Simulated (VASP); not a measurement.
An input for Quantum ESPRESSO's pw.x (written as the equivalent of a VASP run, and not itself run):

```
&CONTROL
  calculation = 'scf'
  pseudo_dir = './pseudo'
  outdir = './out'
  tprnfor = .true.
  tstress = .false.
/
&SYSTEM
  ibrav = 0
  nat = 9
  ntyp = 2
  ecutwfc = 102
  occupations = 'smearing'
  smearing = 'gaussian'
  degauss = 0.000735
  input_dft = 'hse'
  nqx1 = 4
  nqx2 = 4
  nqx3 = 1
  screening_parameter = 0.1058
/
&ELECTRONS
  conv_thr = 7.3e-08
  electron_maxstep = 100
/
ATOMIC_SPECIES
  Cd 112.414 Cd.upf
  I 126.904 I.upf
CELL_PARAMETERS angstrom
     4.3174340    0.0000000    0.0000000
    -2.1587170    3.7390080    0.0000000
     0.0000000    0.0000000   21.9932240
ATOMIC_POSITIONS crystal
  Cd   0.6666670  0.3333330  0.3331200
  Cd   0.3333330  0.6666670  0.6668800
  Cd   0.0000000  0.0000000  0.0000000
  I    0.3333330  0.6666670  0.0788700
  I    0.6666670  0.3333330  0.9211300
  I    0.3333330  0.6666670  0.4117000
  I    0.6666670  0.3333330  0.5883000
  I    0.0000000  0.0000000  0.2544000
  I    0.0000000  0.0000000  0.7456000
K_POINTS automatic
  4 4 1 0 0 0
```

Task: Translate this input to VASP (INCAR, KPOINTS, POSCAR, choice of POTCAR).

Result: One answer among several that fit: 
### INCAR
```
SYSTEM = CdI2
PREC = Accurate
ENCUT = 300
EDIFF = 1E-6
NELM = 100
ALGO = Normal
LREAL = .FALSE.
LASPH = .TRUE.
ISMEAR = 0
SIGMA = 0.01
GGA = PE
HFSCREEN = 0.2
AEXX = 0.25
LHFCALC = .TRUE.
PRECFOCK = Fast
ISYM = 3
LMAXMIX = 4
LWAVE = .FALSE.
LCHARG = .FALSE.
ISIF = 2
```

File KPOINTS:
```
Automatic
0
Gamma
  4 4 1
```

File POSCAR:
```
CdI2
21.9932240
  0.1963074627   0.0000000000   0.0000000000
 -0.0981537313   0.1700072713   0.0000000000
  0.0000000000   0.0000000000   1.0000000000
Cd I
3 6
Cart
  0.0981538295   0.0566690338   0.3331200000
 -0.0000000982   0.1133382376   0.6668800000
  0.0000000000   0.0000000000   0.0000000000
 -0.0000000982   0.1133382376   0.0788700000
  0.0981538295   0.0566690338   0.9211300000
 -0.0000000982   0.1133382376   0.4117000000
  0.0981538295   0.0566690338   0.5883000000
  0.0000000000   0.0000000000   0.2544000000
  0.0000000000   0.0000000000   0.7456000000
```

POTCAR, in this order: Cd I (PBE.64 set). Program: vasp_std.

The two are equivalent in intent, not identical: the potentials are each code's own (VASP's PAW set, PseudoDojo norm-conserving files in pw.x), so ENCUT and ecutwfc are chosen apart and not converted; conv_thr bounds pw.x's estimated SCF error, while EDIFF bounds the energy change between steps.

The structure comes from a computed database's CdI2 entry; how it stands against other phases isn't given here. The cell was not relaxed at this level. The k-mesh is coarse (spacing up to 0.42 per Å, 2π included), so the numbers may not be converged in it. The run is one of a series of settings (HFRCUT removed, HFSCREEN = 0.2 against the base run), some of them coarse on purpose.
